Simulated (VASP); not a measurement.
A VASP calculation is set up with these files.

### KPOINTS
```
Automatic mesh
0
Gamma
7 7 6
0 0 0
```

POSCAR:
```
SnS
1
    2.0177278818    -5.6511188627    -0.0000000000
    2.0177278818     5.6511188627     0.0000000000
    0.0000000000     0.0000000000     4.0403742526
Sn S
2 2
Direct
  0.8772937130   0.1227062870   0.7500000000
  0.1227062870   0.8772937130   0.2500000000
  0.6482630764   0.3517369236   0.7500000000
  0.3517369236   0.6482630764   0.2500000000
```

**INCAR**
```
! general
SYSTEM  = SnS
PREC    = Accurate
ENCUT   = 400
LREAL   = .FALSE.
LASPH   = .TRUE.   ! aspherical one-centre terms

! electronic loop
EDIFF   = 1E-7   ! SCF stop (eV)
NELM    = 100
ALGO    = Normal   ! blocked Davidson
LMAXMIX = 4   ! l cut-off of mixed one-centre charges

! smearing
ISMEAR  = -5   ! tetrahedra, Bloechl

! functional
GGA     = PS   ! PBEsol

! ions
ISIF    = 2   ! forces and stress, cell fixed

! output
LWAVE   = .FALSE.
LCHARG  = .TRUE.
LORBIT  = 11
NEDOS   = 601   ! DOS grid

! other
LEFG    = .TRUE.
```

POTCAR, in this order: Sn_d S (PBE.64 set). Program: vasp_std.

Write an equivalent input for Quantum ESPRESSO's pw.x.

One equivalent input (not run):
```
&CONTROL
  calculation = 'scf'
  pseudo_dir = './pseudo'
  outdir = './out'
  tprnfor = .true.
  tstress = .true.
/
&SYSTEM
  ibrav = 0
  nat = 4
  ntyp = 2
  ecutwfc = 72
  occupations = 'tetrahedra'
  input_dft = 'pbesol'
/
&ELECTRONS
  conv_thr = 7.3e-09
  electron_maxstep = 100
/
ATOMIC_SPECIES
  Sn 118.710 Sn.upf
  S 32.060 S.upf
CELL_PARAMETERS angstrom
     2.0177279   -5.6511189   -0.0000000
     2.0177279    5.6511189    0.0000000
     0.0000000    0.0000000    4.0403743
ATOMIC_POSITIONS crystal
  Sn   0.8772937  0.1227063  0.7500000
  Sn   0.1227063  0.8772937  0.2500000
  S    0.6482631  0.3517369  0.7500000
  S    0.3517369  0.6482631  0.2500000
K_POINTS automatic
  7 7 6 0 0 0
```
What does not carry over: the potentials are each code's own (VASP's PAW set, PseudoDojo norm-conserving files in pw.x), so ENCUT and ecutwfc are chosen apart and not converted; conv_thr bounds pw.x's estimated SCF error, while EDIFF bounds the energy change between steps; the field gradients of LEFG aren't asked of the other code.

The structure comes from a computed database's SnS entry (Cmcm); how it stands against other phases isn't given here. It was relaxed first, which changed the volume by -7 %.
